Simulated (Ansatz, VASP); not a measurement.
# RuPt2: VASP beside Ansatz

```xyz
3
Lattice="4.5000 0.0000 0.0000 -2.2500 3.8971 0.0000 0.0000 0.0000 2.6178" Properties=species:S:1:pos:R:3 pbc="T T T"
Ru    0.0000    0.0000    0.0000
Pt    0.0000    2.5981    1.3089
Pt    2.2500    1.2990    1.3089
```

Change from the starting cell: species swapped into the TmSi2 type (P6/mmm, No. 191).

Alike in both runs: functional PBE; k mesh 6 × 6 × 4; occupations gaussian, width 0.1 eV; no spin polarisation.

Ansatz relaxed the structure, and its values are those at the end. VASP's run is a single point on that final structure, the one shown.

|  | VASP | Ansatz |
| --- | --- | --- |
| version | VASP 6.6.1 | Ansatz 0.2.0 |
| potentials or method | VASP PAW PBE potentials, release 64 (Ru_pv, Pt) | scalar-relativistic, plane waves, PAW |
| plane-wave cutoff (eV) | 520 | 420 |
| valence electrons in the cell | 34 | 52 |

VASP gave:

- gap on the k mesh at the Fermi level (eV): none
- pressure (GPa): -0.3

Problem. Estimate Ansatz's values.

Solution. gap on the k mesh at the Fermi level (eV): none; pressure (GPa): 0.1.

A gap of «none» marks a metal or a gap that the smearing closes. The two sets of potentials don't hold the same shells in valence.

Caveats: the k mesh is coarse (spacing up to 0.60 Å⁻¹), so the values aren't converged. Spin-orbit coupling is left out, which matters for the levels of Pt.
